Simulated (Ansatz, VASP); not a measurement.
**Two plane-wave programs on TePt3W**

```
Te Pt W
1.0
     4.86858    0.00000    0.00000
     0.00000    4.86858    0.00000
     0.00000    0.00000    4.86858
Te Pt W
1 3 1
Cartesian
  0.0000 0.0000 0.0000
  0.0000 2.4343 2.4343
  2.4343 0.0000 2.4343
  2.4343 2.4343 0.0000
  2.4343 2.4343 2.4343
```

Change from the starting cell: species swapped into the MgNi3C type (Pm-3m, No. 221).

Alike in both runs: functional PBE; k mesh 4 × 4 × 4; occupations gaussian, width 0.1 eV; no spin polarisation.

Ansatz relaxed the structure, and its values are those at the end. VASP's run is a single point on that final structure, the one shown.

```csv
,VASP,Ansatz
version,VASP 6.6.1,Ansatz 0.2.0
potentials or method,"VASP PAW PBE potentials, release 64 (Te, Pt, W_sv)","scalar-relativistic, plane waves, PAW"
plane-wave cutoff (eV),520,420
valence electrons in the cell,50,84
```

VASP gave:

| Property | Result |
| --- | --- |
| gap on the k mesh at the Fermi level (eV) | none |
| pressure (GPa) | 0.5 |

Problem. Which values does Ansatz return?

Solution. gap on the k mesh at the Fermi level (eV): none; pressure (GPa): 0.3.

A gap of «none» marks a metal or a gap that the smearing closes. With one functional, cell and mesh, what is left measures potentials, basis and numerics. The two sets of potentials don't hold the same shells in valence.

Spin-orbit coupling is left out, which matters for the levels of Pt, Te, W.
